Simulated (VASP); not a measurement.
Calculation: PBE GGA, VASP's PBE PAW potentials (set 64) (plane waves; VASP 6.6.1).

VASP ran on this input.

### POSCAR
```
Ge
1
    0.0000000000     2.8794735311     2.8794735311
    2.8794735311     0.0000000000     2.8794735311
    2.8794735311     2.8794735311     0.0000000000
Ge
2
Direct
  0.0000000000   0.0000000000   0.0000000000
  0.2500000000   0.2500000000   0.2500000000
```

**KPOINTS**
```
Automatic
0
gamma
 7 7 7
```

### INCAR
```
SYSTEM = Ge
PREC = Accurate
ENCUT = 520
EDIFF = 1E-6
NELM = 100
ALGO = Normal
LREAL = .FALSE.
LASPH = .TRUE.
ISMEAR = 0
SIGMA = 0.05
GGA = PE
LMAXMIX = 4
LWAVE = .FALSE.
LCHARG = .TRUE.
```

POTCAR, in this order: Ge_d (PBE.64 set). Program: vasp_std.

The resulting files:

File OSZICAR:
```
       N       E                     dE             d eps       ncg     rms          rms(c)
DAV:   1     0.160738716596E+03    0.16074E+03   -0.15424E+04   732   0.409E+03
DAV:   2     0.115089609020E+02   -0.14923E+03   -0.14718E+03   728   0.525E+02
DAV:   3    -0.842679418954E+01   -0.19936E+02   -0.19799E+02   798   0.146E+02
DAV:   4    -0.907724093845E+01   -0.65045E+00   -0.64864E+00   806   0.305E+01
DAV:   5    -0.908872255894E+01   -0.11482E-01   -0.11479E-01   810   0.419E+00    0.300E+00
DAV:   6    -0.904181212553E+01    0.46910E-01   -0.21189E-02   794   0.172E+00    0.180E+00
DAV:   7    -0.901397402350E+01    0.27838E-01   -0.51553E-02   766   0.233E+00    0.156E-01
DAV:   8    -0.901571609320E+01   -0.17421E-02   -0.66924E-03   818   0.130E+00    0.555E-02
DAV:   9    -0.901574948848E+01   -0.33395E-04   -0.29192E-04   922   0.335E-01    0.193E-02
DAV:  10    -0.901578607811E+01   -0.36590E-04   -0.10407E-04   768   0.137E-01    0.588E-03
DAV:  11    -0.901578755546E+01   -0.14773E-05   -0.99058E-06   914   0.617E-02    0.187E-03
DAV:  12    -0.901578775954E+01   -0.20408E-06   -0.56784E-07   544   0.120E-02
   1 F= -.90157878E+01 E0= -.90155988E+01  d E =-.377843E-03
```

File OUTCAR:
```
------------------------ aborting loop because EDIFF is reached ----------------------------------------
  FORCE on cell =-STRESS in cart. coord.  units (eV):
  Direction    XX          YY          ZZ          XY          YZ          ZX
  --------------------------------------------------------------------------------------
  Total        0.0093830      0.0093830      0.0093830      0.0000000      0.0000000      0.0000000
  in kB        0.3148341      0.3148341      0.3148341      0.0000000      0.0000000      0.0000000
  external PRESSURE =       0.3148341 kB  Pullay stress =       0.0000000 kB
  volume of cell :       47.75
      direct lattice vectors                 reciprocal lattice vectors
     0.000000000  2.879473531  2.879473531    -0.173642853  0.173642853  0.173642853
     2.879473531  0.000000000  2.879473531     0.173642853 -0.173642853  0.173642853
     2.879473531  2.879473531  0.000000000     0.173642853  0.173642853 -0.173642853
 POSITION                                       TOTAL-FORCE (eV/Angst)
 -----------------------------------------------------------------------------------
      0.00000      0.00000      0.00000         0.000000      0.000000      0.000000
      1.43974      1.43974      1.43974        -0.000000     -0.000000     -0.000000
 -----------------------------------------------------------------------------------
    total drift:                                0.000000     -0.000000      0.000000
  FREE ENERGIE OF THE ION-ELECTRON SYSTEM (eV)
  ---------------------------------------------------
  free  energy   TOTEN  =        -9.0157877595 eV

  energy  without entropy=       -9.0154099163  energy(sigma->0) =       -9.01559884
```
(Selected blocks of OUTCAR.)

The compound is Ge in the diamond structure. It was relaxed first, which changed the volume by +5 %.
